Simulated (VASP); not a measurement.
A cell of GdBi (relaxed from the PtS structure, space group P4_2/mmc) near equilibrium:

```xyz
4
Lattice="3.3664 0.0000 0.0000 0.0000 3.3664 0.0000 0.0000 0.0000 11.1077" Properties=species:S:1:pos:R:3 pbc="T T T"
Gd     0.0000     1.6832     0.0000
Gd     1.6832     0.0000     5.5539
Bi     0.0000     0.0000     2.7769
Bi     0.0000     0.0000     8.3308
```

All values below come from PBEsol GGA, VASP's PBE PAW potentials (set 64) (plane waves; VASP).

The 4f electrons are frozen in the core of the lanthanide potential, so 4f levels, which can set the real gap, and their magnetism are missing.

```json
[
 {"run": "as it is", "ΔE (meV/atom)": "0.0", "σxx": "0.17", "σyy": "0.17", "σzz": "-0.12", "largest shear component, with its sign (GPa)": "0.00", "largest force (eV/Å)": "0.000"},
 {"run": "after one change", "ΔE (meV/atom)": "34.5", "σxx": "-3.00", "σyy": "-3.00", "σzz": "-4.81", "largest shear component, with its sign (GPa)": "0.00", "largest force (eV/Å)": "0.000"}
]
```
Stress is in GPa, positive when the cell is compressed.

What was changed between the two runs?
(A) biaxial strain of +1.5 % in the xz plane
(B) isotropic strain of +3.0 %
(C) atom 3 (Bi) moved by -0.150 Å along x
(D) biaxial strain of +2.0 % in the yz plane

B, isotropic strain of +3.0 %

The structure was generated: GdBi was put into the PtS type (P4_2/mmc), which need not be its known phase.
